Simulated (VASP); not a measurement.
# Lattice vibrations of ZrB2, part 2 of 4

Aim: the phonon dispersion and thermal properties of ZrB2. The start is a cell from a database of measured crystal structures.

VASP 6.6.1; PBEsol; plane waves and PAW (Zr_sv, B).

So far. Step 2 (Relax the host): The run ended after 4 ionic steps, 0.006 eV below its first step, once forces and stress met EDIFFG = -0.02. The relaxed cell has a = 3.158, c = 3.506 Å (conventional setting).

## 3. Tight relaxation

Force constants are second derivatives, so residual forces and stress must first be far smaller than in an ordinary relaxation. Smearing, mesh and cutoff differ from the relaxation before, which can move the cell too.

The input, INCAR:

```
SYSTEM = ZrB2
PREC = Accurate
ENCUT = 390
EDIFF = 1E-08
NELM = 120
ISMEAR = 1
SIGMA = 0.2
LREAL = .FALSE.
ALGO = Fast
GGA = PS
NBANDS = 15
LASPH = .TRUE.
LORBIT = 11
LWAVE = .FALSE.
LCHARG = .FALSE.
KPAR = 4
IBRION = 1
NSW = 30
ISIF = 3
EDIFFG = -0.002
POTIM = 0.4
```

The input, POSCAR:

```
ZrB2
1.0
    3.1584823680      0.0000000000      0.0000000000
   -1.5792411840      2.7353259681      0.0000000000
    0.0000000000      0.0000000000      3.5055545532
Zr B
1 2
Direct
    0.0000000000      0.0000000000      0.0000000000
    0.6666666667      0.3333333333      0.5000000000
    0.3333333333      0.6666666667      0.5000000000
```

The input, KPOINTS:

```
Automatic mesh
0
Gamma
12 12 9
0 0 0
```

Potentials, in the order of the species: Zr_sv and B (PBE family, release 64).

Started as:

```
$ mpirun -np 4 vasp_std
```

Log:

```text
[banner, memory and clock lines left out]
running    4 mpi-ranks, on    1 nodes
 distrk:  each k-point on    1 cores,    4 groups
 distr:  one band on    1 cores,    1 groups

 POSCAR found type information on POSCAR ZrB
 POSCAR found :  2 types and       3 ions
 [... a notice as in an earlier step ...]

 LDA part: xc-table for (Slater+PW92), standard interpolation
 POSCAR, INCAR and KPOINTS ok, starting setup
 FFT: planning ... GRIDC
 FFT: planning ... GRID_SOFT
 FFT: planning ... GRID
 WAVECAR not read
 entering main loop
       N       E                     dE             d eps       ncg     rms          rms(c)
DAV:   1     0.809481874589E+02    0.80948E+02   -0.83294E+03  2858   0.966E+02
DAV:   2    -0.257365080908E+02   -0.10668E+03   -0.10310E+03  3670   0.268E+02
DAV:   3    -0.289201019316E+02   -0.31836E+01   -0.31738E+01  4520   0.401E+01
DAV:   4    -0.289606879921E+02   -0.40586E-01   -0.40583E-01  3283   0.437E+00
DAV:   5    -0.289617606881E+02   -0.10727E-02   -0.10727E-02  4495   0.460E-01    0.230E+01
RMM:   6    -0.264250923744E+02    0.25367E+01   -0.37975E+00  2960   0.112E+01    0.980E+00
RMM:   7    -0.264025500544E+02    0.22542E-01   -0.14555E+00  3216   0.565E+00    0.262E+00
RMM:   8    -0.264187161949E+02   -0.16166E-01   -0.31063E-01  3121   0.398E+00    0.149E+00
RMM:   9    -0.263956149140E+02    0.23101E-01   -0.16272E-01  3400   0.219E+00    0.340E-01
RMM:  10    -0.264015638569E+02   -0.59489E-02   -0.55287E-02  3782   0.922E-01    0.450E-01
RMM:  11    -0.264028074213E+02   -0.12436E-02   -0.15258E-02  3849   0.458E-01    0.498E-01
RMM:  12    -0.264040458220E+02   -0.12384E-02   -0.57478E-03  3886   0.297E-01    0.629E-01
RMM:  13    -0.264062205993E+02   -0.21748E-02   -0.33749E-03  3615   0.316E-01    0.785E-01
RMM:  14    -0.264071190842E+02   -0.89848E-03   -0.15579E-03  3813   0.215E-01    0.889E-01
RMM:  15    -0.264048756294E+02    0.22435E-02   -0.92508E-04  3243   0.276E-01    0.661E-01
RMM:  16    -0.264037705632E+02    0.11051E-02   -0.84878E-04  3220   0.254E-01    0.493E-01
RMM:  17    -0.264029716258E+02    0.79894E-03   -0.80473E-04  3235   0.254E-01    0.302E-01
RMM:  18    -0.264025562757E+02    0.41535E-03   -0.10153E-03  3299   0.272E-01    0.978E-02
RMM:  19    -0.264025451717E+02    0.11104E-04   -0.42829E-04  3364   0.161E-01    0.673E-03
RMM:  20    -0.264025539299E+02   -0.87581E-05   -0.73419E-05  3597   0.422E-02    0.552E-03
RMM:  21    -0.264025558587E+02   -0.19288E-05   -0.21675E-05  3639   0.206E-02    0.746E-03
RMM:  22    -0.264025561036E+02   -0.24493E-06   -0.90747E-06  3516   0.133E-02    0.846E-04
RMM:  23    -0.264025564340E+02   -0.33033E-06   -0.44524E-06  3746   0.689E-03    0.106E-03
 num prob  num prob  num prob  num prob  num prob  num prob  num prob  num prob  num prob  num prob  num prob  num prob  num prob  num prob  num prob  num prob  num prob RMM:  24    -0.264025566738E+02   -0.23983E-06   -0.33381E-06  3288   0.392E-03    0.801E-04
 num prob  num prob  num prob  num prob  num prob  num prob  num prob  num prob  num prob  num prob  num prob  num prob  num prob  num prob  num prob  num prob  num prob  num prob  num prob  num prob  num prob  num prob  num prob  num prob  num prob  num prob  num prob  num prob  num prob  num prob  num prob  num prob  num prob  num prob RMM:  25    -0.264025568276E+02   -0.15383E-06   -0.21485E-06  2781   0.254E-03    0.576E-04
 num prob  num prob  num prob  num prob  num prob  num prob  num prob  num prob  num prob  num prob  num prob  num prob  num prob  num prob  num prob  num prob  num prob  num prob  num prob  num prob  num prob  num prob  num prob  num prob  num prob  num prob  num prob  num prob  num prob  num prob  num prob  num prob  num prob  num prob  num prob  num prob  num prob  num prob  num prob  num prob  num prob  num prob  num prob  num prob  num prob  num prob  num prob  num prob  num prob  num prob  num prob  num prob  num prob  num prob  num prob  num prob  num prob RMM:  26    -0.264025570179E+02   -0.19028E-06   -0.21816E-06  2450   0.212E-03    0.389E-04
 num prob  num prob  num prob  num prob  num prob  num prob  num prob  num prob  num prob  num prob  num prob  num prob  num prob  num prob  num prob  num prob  num prob  num prob  num prob  num prob  num prob  num prob  num prob  num prob  num prob  num prob  num prob  num prob  num prob  num prob  num prob  num prob  num prob  num prob  num prob  num prob  num prob  num prob  num prob  num prob  num prob  num prob  num prob RMM:  27    -0.264025571539E+02   -0.13595E-06   -0.15316E-06  2518   0.203E-03    0.168E-04
 num prob  num prob  num prob  num prob  num prob  num prob  num prob  num prob  num prob  num prob  num prob  num prob  num prob  num prob  num prob  num prob  num prob  num prob  num prob  num prob  num prob  num prob  num prob  num prob  num prob  num prob  num prob  num prob  num prob  num prob  num prob  num prob  num prob  num prob  num prob  num prob  num prob  num prob  num prob  num prob  num prob  num prob  num prob  num prob  num prob  num prob  num prob  num prob  num prob  num prob RMM:  28    -0.264025572959E+02   -0.14198E-06   -0.16326E-06  2289   0.183E-03    0.107E-04
 num prob  num prob  num prob  num prob  num prob  num prob  num prob  num prob  num prob  num prob  num prob  num prob  num prob  num prob  num prob  num prob  num prob  num prob  num prob  num prob  num prob  num prob  num prob  num prob  num prob  num prob  num prob  num prob  num prob  num prob  num prob  num prob  num prob  num prob  num prob  num prob  num prob  num prob  num prob  num prob  num prob  num prob  num prob  num prob  num prob  num prob  num prob  num prob  num prob  num prob RMM:  29    -0.264025573887E+02   -0.92842E-07   -0.11577E-06  2074   0.165E-03    0.750E-05
 num prob  num prob  num prob  num prob  num prob  num prob  num prob  num prob  num prob  num prob  num prob  num prob  num prob  num prob  num prob  num prob  num prob  num prob  num prob  num prob  num prob  num prob  num prob  num prob  num prob  num prob  num prob  num prob  num prob  num prob  num prob  num prob  num prob  num prob  num prob  num prob  num prob  num prob  num prob  num prob  num prob  num prob  num prob  num prob  num prob  num prob  num prob  num prob  num prob  num prob  num prob WARNING in EDDRMM: call to ZHEGV failed, returncode =   8  4      8
RMM:  30    -0.264025574927E+02   -0.10398E-06   -0.12137E-06  1870   0.154E-03    0.749E-05
[...]
num prob  num prob  num prob  num prob  num prob  num prob  num prob  num prob WARNING in EDDRMM: call to ZHEGV failed, returncode =   8  4      6
 num prob  num prob  num prob  num prob  num prob  num prob  num prob  num prob  num prob  num prob  num prob  num prob  num prob  num prob  num prob  num prob  num prob  num prob  num prob  num prob  num prob  num prob  num prob  num prob  num prob  num prob  num prob  num prob  num prob  num prob  num prob  num prob RMM:  49    -0.264025580814E+02   -0.65104E-08   -0.11395E-07  1508   0.121E-03    0.752E-05
 num prob  num prob  num prob  num prob  num prob  num prob  num prob  num prob  num prob  num prob  num prob  num prob  num prob  num prob  num prob  num prob  num prob  num prob  num prob  num prob  num prob  num prob  num prob  num prob  num prob  num prob  num prob  num prob  num prob  num prob  num prob  num prob  num prob  num prob  num prob  num prob  num prob  num prob  num prob  num prob  num prob  num prob  num prob  num prob  num prob RMM:  50    -0.264025580911E+02   -0.96427E-08   -0.12774E-07  1477   0.116E-03    0.851E-05
 num prob  num prob  num prob  num prob  num prob  num prob  num prob  num prob  num prob  num prob  num prob  num prob  num prob  num prob  num prob  num prob  num prob  num prob  num prob  num prob  num prob  num prob  num prob  num prob  num prob  num prob  num prob  num prob  num prob  num prob  num prob  num prob  num prob  num prob  num prob  num prob  num prob  num prob  num prob RMM:  51    -0.264025580953E+02   -0.42712E-08   -0.81408E-08  1480   0.116E-03
   1 F= -.26402558E+02 E0= -.26402693E+02  d E =-.264026E+02
 BRION: g(F)=  0.100E-48 g(S)=  0.385E-03
 bond charge predicted
       N       E                     dE             d eps       ncg     rms          rms(c)
DAV:   1    -0.264035451780E+02   -0.98709E-03   -0.34758E-02  3403   0.181E+00    0.333E-01
RMM:   2    -0.264027694960E+02    0.77568E-03   -0.20304E-03  2938   0.420E-01    0.897E-02
RMM:   3    -0.264026422448E+02    0.12725E-03   -0.52747E-04  3136   0.189E-01    0.542E-02
RMM:   4    -0.264026592789E+02   -0.17034E-04   -0.21422E-04  3520   0.869E-02    0.194E-02
RMM:   5    -0.264026710120E+02   -0.11733E-04   -0.66360E-05  3793   0.386E-02    0.141E-02
RMM:   6    -0.264026776341E+02   -0.66222E-05   -0.18888E-05  3700   0.251E-02    0.721E-03
RMM:   7    -0.264026786621E+02   -0.10280E-05   -0.10154E-05  3727   0.171E-02    0.197E-03
 num prob RMM:   8    -0.264026790763E+02   -0.41419E-06   -0.28825E-06  3735   0.850E-03    0.188E-03
 num prob  num prob  num prob  num prob  num prob  num prob  num prob  num prob  num prob  num prob  num prob  num prob RMM:   9    -0.264026792319E+02   -0.15557E-06   -0.10862E-06  3425   0.466E-03    0.207E-03
 num prob WARNING in EDDRMM: call to ZHEGV failed, returncode =   8  4      7
 num prob RMM:  10    -0.264026792362E+02   -0.43226E-08   -0.78065E-07  3718   0.564E-03    0.595E-03
RMM:  11    -0.264026793665E+02   -0.13031E-06   -0.51106E-07  3266   0.648E-03    0.677E-04
 num prob  num prob  num prob  num prob  num prob  num prob  num prob  num prob  num prob  num prob  num prob  num prob  num prob  num prob  num prob  num prob  num prob  num prob  num prob  num prob  num prob  num prob RMM:  12    -0.264026794089E+02   -0.42369E-07   -0.20486E-07  3139   0.317E-03    0.454E-04
 num prob  num prob  num prob  num prob  num prob  num prob  num prob  num prob  num prob  num prob  num prob RMM:  13    -0.264026794169E+02   -0.79579E-08   -0.12242E-07  2415   0.150E-03    0.531E-04
 num prob  num prob  num prob  num prob  num prob  num prob  num prob  num prob  num prob  num prob  num prob  num prob  num prob  num prob  num prob  num prob  num prob  num prob  num prob  num prob  num prob  num prob  num prob  num prob  num prob  num prob  num prob  num prob  num prob  num prob RMM:  14    -0.264026794053E+02    0.11545E-07   -0.91304E-08  2327   0.129E-03    0.101E-04
 num prob  num prob  num prob  num prob  num prob  num prob  num prob  num prob WARNING in EDDRMM: call to ZHEGV failed, returncode =   6  3      8
 num prob  num prob  num prob  num prob  num prob  num prob  num prob  num prob  num prob  num prob  num prob  num prob RMM:  15    -0.264026794003E+02    0.50534E-08   -0.60923E-08  2198   0.108E-03
   2 F= -.26402679E+02 E0= -.26402814E+02  d E =-.121305E-03
[...]
WARNING in EDDRMM: call to ZHEGV failed, returncode =   8  4      8
[...]
WARNING in EDDRMM: call to ZHEGV failed, returncode =   8  4      5
[...]
num prob  num prob WARNING in EDDRMM: call to ZHEGV failed, returncode =   8  4      9
 num prob  num prob  num prob  num prob  num prob  num prob  num prob  num prob  num prob  num prob  num prob  num prob  num prob  num prob  num prob WARNING in EDDRMM: call to ZHEGV failed, returncode =   8  4      9
[...]
num prob  num prob  num prob  num prob  num prob  num prob  num prob  num prob  num prob  num prob  num prob  num prob  num prob  num prob WARNING in EDDRMM: call to ZHEGV failed, returncode =   8  4      6
[...]
3 F= -.26402718E+02 E0= -.26402852E+02  d E =-.381409E-04
 BRION: g(F)=  0.746E-48 g(S)=  0.506E-05 retain N=  2 mean eig= 1.01
 eig:   0.474  1.539
 bond charge predicted
       N       E                     dE             d eps       ncg     rms          rms(c)
DAV:   1    -0.264027246809E+02   -0.71476E-05   -0.20026E-04  3508   0.139E-01    0.277E-02
RMM:   2    -0.264027194346E+02    0.52463E-05   -0.12712E-05  2920   0.340E-02    0.736E-03
RMM:   3    -0.264027186539E+02    0.78070E-06   -0.34783E-06  3136   0.154E-02    0.427E-03
WARNING in EDDRMM: call to ZHEGV failed, returncode =   8  4      5
RMM:   4    -0.264027189007E+02   -0.24678E-06   -0.14192E-06  3478   0.696E-03    0.152E-03
 num prob  num prob  num prob  num prob  num prob  num prob  num prob  num prob  num prob  num prob  num prob  num prob  num prob RMM:   5    -0.264027190490E+02   -0.14831E-06   -0.39131E-07  3122   0.299E-03    0.114E-03
 num prob  num prob  num prob  num prob  num prob  num prob  num prob  num prob  num prob  num prob  num prob  num prob  num prob  num prob  num prob  num prob  num prob  num prob  num prob  num prob  num prob  num prob  num prob  num prob  num prob  num prob  num prob  num prob  num prob  num prob  num prob  num prob RMM:   6    -0.264027192159E+02   -0.16688E-06   -0.86283E-08  2674   0.217E-03    0.402E-04
 num prob  num prob  num prob WARNING in EDDRMM: call to ZHEGV failed, returncode =   8  4      5
 num prob  num prob  num prob  num prob  num prob  num prob  num prob  num prob  num prob  num prob  num prob  num prob  num prob  num prob  num prob  num prob  num prob  num prob  num prob  num prob  num prob  num prob  num prob  num prob  num prob  num prob  num prob  num prob  num prob  num prob  num prob  num prob  num prob  num prob  num prob RMM:   7    -0.264027192287E+02   -0.12826E-07   -0.61375E-08  2520   0.183E-03    0.212E-04
 num prob  num prob  num prob  num prob  num prob  num prob  num prob  num prob  num prob  num prob  num prob  num prob  num prob  num prob  num prob  num prob  num prob  num prob  num prob  num prob  num prob  num prob  num prob  num prob  num prob  num prob  num prob  num prob  num prob WARNING in EDDRMM: call to ZHEGV failed, returncode =   8  4      5
 num prob  num prob  num prob  num prob  num prob  num prob WARNING in EDDRMM: call to ZHEGV failed, returncode =   6  3      7
 num prob  num prob WARNING in EDDRMM: call to ZHEGV failed, returncode =   6  3      9
 num prob RMM:   8    -0.264027192264E+02    0.23181E-08   -0.31400E-08  2154   0.127E-03
   4 F= -.26402719E+02 E0= -.26402854E+02  d E =-.168526E-05
 BRION: g(F)=  0.660E-50 g(S)=  0.766E-08 retain N=  2 mean eig= 1.85
 eig:   0.527  3.167
 reached required accuracy - stopping structural energy minimisation
```

Wall time 90 s (4 MPI ranks of AMD EPYC 7R43, shared host); peak memory 0.46 GiB.

From OUTCAR (step 3):

```text
  LATTYP: Found a hexagonal cell.
 ALAT       =     3.1584823680
 C/A-ratio  =     1.1098857441

The static configuration has the point symmetry D_6h.

 Found     95 irreducible k-points:

   k-points           NKPTS =     95   k-points in BZ     NKDIM =     95   number of bands    NBANDS=     15

   dimension x,y,z NGX =    20 NGY =   20 NGZ =   24
   dimension x,y,z NGXF=    40 NGYF=   40 NGZF=   48

   ENCUT  =  390.0 eV  28.66 Ry    5.35 a.u.   5.09  5.09  5.64*2*pi/ulx,y,z

   NELECT =      18.0000    total number of electrons

 E-fermi :  10.6932

 k-point     1 :       0.0000    0.0000    0.0000
  band No.  band energies     occupation
    ...
      5      -2.1588      2.00000
      6       7.9427      2.00000
      7       7.9427      2.00000
      8       7.9565      2.00000
      9       8.3144      2.00000
     10      14.0762     -0.00000
     11      14.0762     -0.00000
     12      14.9058      0.00000
     13      14.9058      0.00000
     14      15.6061      0.00000
    ...

 k-point     2 :       0.0833    0.0000    0.0000
  band No.  band energies     occupation
    ...
      5      -2.0171      2.00000
      6       7.5384      2.00000
      7       7.9501      2.00000
      8       8.0922      2.00000
      9       8.1508      2.00000
     10      13.9863     -0.00000
     11      14.0569     -0.00000
     12      14.3069     -0.00000
     13      14.3667     -0.00000
     14      16.2062      0.00000
    ...

  Total       -0.0004573     -0.0004573     -0.0004213      0.0000000      0.0000000      0.0000000
  in kB       -0.0242250     -0.0242250     -0.0223161      0.0000000      0.0000000      0.0000000
  external PRESSURE =      -0.0235887 kB  Pullay stress =       0.0000000 kB

  energy-cutoff  :      390.00
  volume of cell :       30.25
      direct lattice vectors                 reciprocal lattice vectors
     3.154784967 -0.000000000 -0.000000000     0.316978815  0.183007804  0.000000000
    -1.577392483  2.732123925  0.000000000    -0.000000000  0.366015608 -0.000000000
    -0.000000000  0.000000000  3.509234994     0.000000000 -0.000000000  0.284962393

 POSITION                                       TOTAL-FORCE (eV/Angst)
 -----------------------------------------------------------------------------------
      0.00000     -0.00000      0.00000        -0.000000     -0.000000     -0.000000
      1.57739      0.91071      1.75462         0.000000      0.000000      0.000000
     -0.00000      1.82142      1.75462        -0.000000     -0.000000     -0.000000
 -----------------------------------------------------------------------------------
    total drift:                               -0.000000      0.000000      0.000000

  FREE ENERGIE OF THE ION-ELECTRON SYSTEM (eV)
  ---------------------------------------------------
  free  energy   TOTEN  =       -26.4027192264 eV

  energy  without entropy=      -26.4031225624  energy(sigma->0) =      -26.40285367

 total charge
# of ion       s       p       d       tot
------------------------------------------
    1        2.173   6.033   1.804  10.010
    2        0.666   1.249   0.000   1.915
    3        0.666   1.249   0.000   1.915
--------------------------------------------------
tot          3.504   8.531   1.804  13.840

[... 2 parts as in an earlier step ...]

[... 7 further parts left out ...]
```

CONTCAR:

```
ZrB2
   1.00000000000000
     3.1547849668022514   -0.0000000000000000   -0.0000000000000000
    -1.5773924834011257    2.7321239247347426    0.0000000000000000
    -0.0000000000000000    0.0000000000000000    3.5092349942414756
  Zr              B
     1     2
Direct
     0.0000000000000000   -0.0000000000000000    0.0000000000000000
     0.6666666667000030    0.3333333332999970    0.5000000000000000
     0.3333333332999970    0.6666666667000030    0.5000000000000000
```

The steps of the relaxation:

```
step  energy less that of the first step (eV)  largest force (eV/Å)  pressure (GPa)  volume (Å³)
   1                                   0.0000                0.0000           -0.36        30.29
   2                                  -0.0001                0.0000            0.33        30.21
   3                                  -0.0002                0.0000           -0.06        30.25
   4                                  -0.0002                0.0000            0.00        30.25
```

```
conventional cell, symmetrised  before  after  change
                         a (Å)   3.158  3.155  -0.1 %
                         b (Å)   3.158  3.155  -0.1 %
                         c (Å)   3.506  3.509  +0.1 %
              volume (Å³/atom)   10.10  10.08  -0.1 %
```

The relaxed structure:

```xyz
3
Lattice="3.1548 0.0000 0.0000 -1.5774 2.7321 0.0000 0.0000 0.0000 3.5092" Properties=species:S:1:pos:R:3 pbc="T T T"
Zr    0.0000    0.0000    0.0000
B     1.5774    0.9107    1.7546
B     0.0000    1.8214    1.7546
```

This step gave:

```
electronic cycles       : 85
free energy (TOTEN)     : -26.40 eV
energy at zero smearing : -26.40 eV
Fermi energy            : 10.69 eV
pressure                : -0.002359 GPa
```

The run ended after 4 ionic steps, 0.000 eV below its first step, once forces and stress met EDIFFG = -0.002.

(Continued in part 3 of 4.)

[Lines on the potential files, build, host, timing and source positions are cut from VASP's logs without a mark.]

[Logs are printed without paths, hosts, clocks, repeated set-up lines and the standing remarks that a program may print on its own settings, such as how far it seeks lower states.]

[Hosts, paths, dates, database ids (printed as entryN), source tags and the programs' standing remarks are cut or masked in the printed files.]

[Runs that stopped without an error message from VASP are left out.]
